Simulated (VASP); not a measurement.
# CdTe with and without spin-orbit coupling, part 4 of 4

Aim: run bands, DOS and a relaxation of CdTe twice, without and with spin-orbit coupling. All runs use r2SCAN. Left out of this account: 1 further run (fields: a reference on another mesh). The start is a cell from a database of measured crystal structures.

VASP 6.6.1, plane waves and PAW; the level of theory is named at each step.

So far, gap on the k-mesh (eV): step 4 (total and projected DOS (r2SCAN)) 1.27; step 5 (density of states (r2SCAN + SOC)) 1.01; step 6 (full relaxation (r2SCAN)) 1.17.

### Step 7. Full relaxation (r2SCAN + SOC)

This step: r2SCAN, spin-orbit coupling; plane waves and PAW (Cd, Te) (VASP 6.6.1).

The same relaxation with spinors and spin-orbit coupling.

INCAR

```
SYSTEM = CdTe
PREC = Accurate
ENCUT = 400
EDIFF = 1E-06
NELM = 100
ISMEAR = -1
SIGMA = 0.05
LREAL = .FALSE.
ALGO = Normal
METAGGA = R2SCAN
LASPH = .TRUE.
LNONCOLLINEAR = .TRUE.
MAGMOM = 0 0 0 0 0 0
NBANDS = 30
GGA_COMPAT = .FALSE.
LSORBIT = .TRUE.
LORBIT = 11
LWAVE = .FALSE.
LCHARG = .FALSE.
KPAR = 2
IBRION = 2
NSW = 60
ISIF = 3
EDIFFG = -0.01
```

POSCAR

```
CdTe
1.0
    0.0000000000      3.2400000000      3.2400000000
    3.2400000000      0.0000000000      3.2400000000
    3.2400000000      3.2400000000      0.0000000000
Cd Te
1 1
Direct
    0.0000000000      0.0000000000      0.0000000000
    0.2500000000      0.2500000000      0.2500000000
```

KPOINTS

```
Automatic mesh
0
Gamma
6 6 6
0 0 0
```

Potentials, in the order of the species: Cd and Te (PBE family, release 64).

Launch:

```
> mpirun -np 2 vasp_ncl
```

Log:

```text
[... set-up lines as in an earlier step ...]
 entering main loop
       N       E                     dE             d eps       ncg     rms          rms(c)
[... 16 cycles as in an earlier step ...]
   1 F= -.46742962E+02 E0= -.46742961E+02  d E =-.467430E+02  mag=    -0.0000     0.0000    -0.0000
 curvature:   0.00 expect dE= 0.000E+00 dE for cont linesearch  0.000E+00
 trial: gam= 0.00000 g(F)=  0.886E-46 g(S)=  0.258E-01 ort = 0.000E+00 (trialstep = 0.100E+01)
 search vector abs. value=  0.258E-01
 bond charge predicted
       N       E                     dE             d eps       ncg     rms          rms(c)
DAV:   1    -0.470285877983E+02   -0.28563E+00   -0.59578E+00  1446   0.298E+01    0.481E+00
DAV:   2    -0.467792483945E+02    0.24934E+00   -0.60392E-01  1392   0.120E+01    0.152E+00
DAV:   3    -0.467568147475E+02    0.22434E-01   -0.59492E-02  1356   0.284E+00    0.141E+00
DAV:   4    -0.467508894085E+02    0.59253E-02   -0.81373E-03  1452   0.614E-01    0.358E-01
DAV:   5    -0.467507476616E+02    0.14175E-03   -0.66057E-04  1476   0.235E-01    0.147E-01
DAV:   6    -0.467507265465E+02    0.21115E-04   -0.40378E-05  1550   0.508E-02    0.143E-01
DAV:   7    -0.467507246314E+02    0.19151E-05   -0.52090E-06  1434   0.231E-02    0.118E-01
DAV:   8    -0.467507202110E+02    0.44204E-05   -0.16289E-04  1398   0.139E-01    0.378E-02
DAV:   9    -0.467507227189E+02   -0.25079E-05   -0.27355E-05  1464   0.492E-02    0.235E-02
DAV:  10    -0.467507229145E+02   -0.19562E-06   -0.49829E-07  1094   0.650E-03
   2 F= -.46750723E+02 E0= -.46750722E+02  d E =-.776126E-02  mag=    -0.0000    -0.0000    -0.0000
 trial-energy change:   -0.007761  1 .order   -0.008279   -0.025836    0.009278
 step:   0.7179(harm=  0.7358)  dis= 0.00000  next Energy=   -46.752043 (dE=-0.908E-02)
 bond charge predicted
       N       E                     dE             d eps       ncg     rms          rms(c)
DAV:   1    -0.467746197852E+02   -0.23897E-01   -0.46782E-01  1428   0.814E+00    0.120E+00
DAV:   2    -0.467540492974E+02    0.20570E-01   -0.52619E-02  1404   0.342E+00    0.379E-01
DAV:   3    -0.467523714036E+02    0.16779E-02   -0.45999E-03  1356   0.752E-01    0.336E-01
DAV:   4    -0.467520381634E+02    0.33324E-03   -0.62969E-04  1446   0.200E-01    0.107E-01
DAV:   5    -0.467520365454E+02    0.16180E-05   -0.59274E-05  1482   0.762E-02    0.508E-02
DAV:   6    -0.467520345735E+02    0.19718E-05   -0.15167E-05  1488   0.377E-02    0.354E-02
DAV:   7    -0.467520397082E+02   -0.51347E-05   -0.93370E-06  1422   0.244E-02    0.551E-03
DAV:   8    -0.467520390441E+02    0.66408E-06   -0.55324E-07  1018   0.677E-03
   3 F= -.46752039E+02 E0= -.46752038E+02  d E =-.907739E-02  mag=     0.0000    -0.0000    -0.0000
 curvature:  -0.37 expect dE=-0.273E-06 dE for cont linesearch -0.273E-06
 trial: gam=-0.00534 g(F)=  0.181E-46 g(S)=  0.746E-06 ort = 0.139E-03 (trialstep = 0.944E+00)
 search vector abs. value=  0.122E-09
 reached required accuracy - stopping structural energy minimisation
```

Run time: 6.7 min. Hardware: 2 MPI ranks of Intel Xeon 6975P-C (Granite Rapids), shared host; peak memory 0.67 GiB; 13 min of CPU time.

Parts of OUTCAR (step 7):

```text
   NELECT =      18.0000    total number of electrons

 E-fermi :   2.5660

 k-point     1 :       0.0000    0.0000    0.0000
  band No.  band energies     occupation
    ...
     14       1.2846      1.00000
     15       2.0944      0.99992
     16       2.0944      0.99992
     17       2.0944      0.99992
     18       2.0944      0.99992
     19       3.0008      0.00017
     20       3.0008      0.00017
     21       6.6592      0.00000
     22       6.6592      0.00000
     23       6.9780      0.00000
    ...

  Total        0.0032105      0.0032105      0.0032105      0.0000000      0.0000000      0.0000000
  in kB        0.0733183      0.0733183      0.0733183      0.0000000      0.0000000      0.0000000
  external PRESSURE =       0.0733183 kB  Pullay stress =       0.0000000 kB

 POSITION                                       TOTAL-FORCE (eV/Angst)
 -----------------------------------------------------------------------------------
      0.00000      0.00000      0.00000         0.000000      0.000000     -0.000000
      1.63676      1.63676      1.63676        -0.000000     -0.000000      0.000000
 -----------------------------------------------------------------------------------
    total drift:                                0.000000      0.000000      0.000000

  FREE ENERGIE OF THE ION-ELECTRON SYSTEM (eV)
  ---------------------------------------------------
  free  energy   TOTEN  =       -46.7520390441 eV

  energy  without entropy=      -46.7520374704  energy(sigma->0) =      -46.75203826

 Spin-Orbit-Coupling matrix elements
 Ion:    1  E_soc:     -0.0573369
 Ion:    2  E_soc:     -0.1807432

 magnetization (x)
# of ion       s       p       d       tot
------------------------------------------
    1       -0.000   0.000  -0.000  -0.000
    2        0.000   0.000  -0.000  -0.000
--------------------------------------------------
tot         -0.000   0.000  -0.000  -0.000

 magnetization (y)
# of ion       s       p       d       tot
------------------------------------------
    1        0.000   0.000   0.000   0.000
    2        0.000   0.000   0.000   0.000
--------------------------------------------------
tot          0.000   0.000   0.000   0.000

 magnetization (z)
# of ion       s       p       d       tot
------------------------------------------
    1        0.000  -0.000  -0.000  -0.000
    2       -0.000   0.000  -0.000  -0.000
--------------------------------------------------
tot          0.000  -0.000  -0.000  -0.000

[... 8 parts as in an earlier step ...]

[... 10 further parts left out ...]
```

Relaxation path:

```tsv
step	energy less that of the first step (eV)	largest force (eV/Å)	pressure (GPa)	volume (Å³)
1	0.0000	0.0000	1.41	68.02
2	-0.0078	0.0000	-0.48	71.01
3	-0.0091	0.0000	0.01	70.16
```

```tsv
conventional cell, symmetrised	before	after	change
a (Å)	6.480	6.547	+1.0 %
b (Å)	6.480	6.547	+1.0 %
c (Å)	6.480	6.547	+1.0 %
volume (Å³/atom)	34.01	35.08	+3.1 %
```

Final coordinates:

```cif
data_structure
_symmetry_space_group_name_H-M 'P 1'
_symmetry_Int_Tables_number 1
_cell_length_a 4.6295
_cell_length_b 4.6295
_cell_length_c 4.6295
_cell_angle_alpha 60.000
_cell_angle_beta 60.000
_cell_angle_gamma 60.000
_cell_volume 70.16
loop_
_atom_site_label
_atom_site_type_symbol
_atom_site_fract_x
_atom_site_fract_y
_atom_site_fract_z
_atom_site_occupancy
Cd1 Cd 0.00000 0.00000 0.00000 1
Te2 Te 0.25000 0.25000 0.25000 1
```

This step gave:

```yaml
bands: 30
irreducible_k_points: 22
free_energy_toten: -46.75 eV
fermi_energy: 2.566 eV
pressure: 0.007332 GPa
scf_cycles_over_all_ionic_steps: 34
gap_on_the_k_mesh: 0.9064 eV
least_direct_gap_on_the_k_mesh: 0.9064 eV
```

On-site spin-orbit energy by atom:

```tsv
atom	on-site spin-orbit energy (eV)
Cd1	-0.057
Te2	-0.181
```

The cell ends at 35.08 Å³/atom, under 0.05 % from the run without the coupling. The run took 7.5 times the core time, with 30 spinor bands against 15.

The cell grew by 3.1 % in volume.

### Step 8. Side by side

```
                              quantity  without  with spin-orbit coupling
                              gap (eV)    1.272                     1.007
splitting of the valence top at Γ (eV)        0                     0.815
                   core minutes, bands      4.6                        23
                     core minutes, DOS     0.97                       6.9
              relaxed volume (Å³/atom)    35.06                     35.08
              core minutes, relaxation      1.8                        13
```

### Step 9. Summary of results

| Quantity | Value |
| --- | --- |
| gap (eV), without → with | 1.272 → 1.007 |
| splitting of the valence top at Γ (eV), without → with | 0 → 0.815 |
| relaxed volume (Å³/atom), without → with | 35.06 → 35.08 |

**Reading.** Spin-orbit coupling moves the gap of CdTe from 1.27 to 1.01 eV. The valence top at Γ, threefold or sixfold with spin, splits into a fourfold and a twofold level, 0.81 eV apart. The relaxed volume moves by under 0.05 %. The spinor runs cost 5.1 to 7.5 times as much, on a shared host. Semilocal functionals usually underestimate gaps.

[Lines on the potential files, build, host, timing and source positions are cut from VASP's logs without a mark.]

[Logs are printed without paths, hosts, clocks, repeated set-up lines and the standing remarks that a program may print on its own settings, such as how far it seeks lower states.]

[Hosts, paths, dates, database ids (printed as entryN), source tags and the programs' standing remarks are cut or masked in the printed files.]

[A measured line is paired with the nearest computed mode of its activity, which favours agreement.]
